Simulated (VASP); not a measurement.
```
TiB2
1.0
    1.54530    -2.67654     0.00000
    1.54530     2.67654     0.00000
    0.00000     0.00000     3.29460
Ti B
1 2
Direct
  0.00000   0.00000   0.00000
  0.33333   0.66667   0.50000
  0.66667   0.33333   0.50000
```

Calculation: PBE GGA, VASP's PBE PAW potentials (set 64) (plane waves; VASP 6.6.1). Numerical set-up: LASPH = .FALSE., 520 eV cut-off, 10×10×8 Γ-centred mesh, first-order Methfessel-Paxton smearing of 0.10 eV, potentials Ti_sv B.

Question: Estimate the energy per atom (σ→0), pressure, band gap (on the k-mesh) with the smallest direct gap where there is one.

Answer: 
The band gap (on the k-mesh) is none (metal, semimetal or under 0.01 eV) and the energy per atom (σ→0) comes out as -8.118 eV/atom. The pressure is -133.1 kbar.

The compound is TiB2 in the AlB2 type structure. The cell was not relaxed at this level. The run is one of a series of settings (LASPH = .FALSE. against the base run), some of them coarse on purpose.
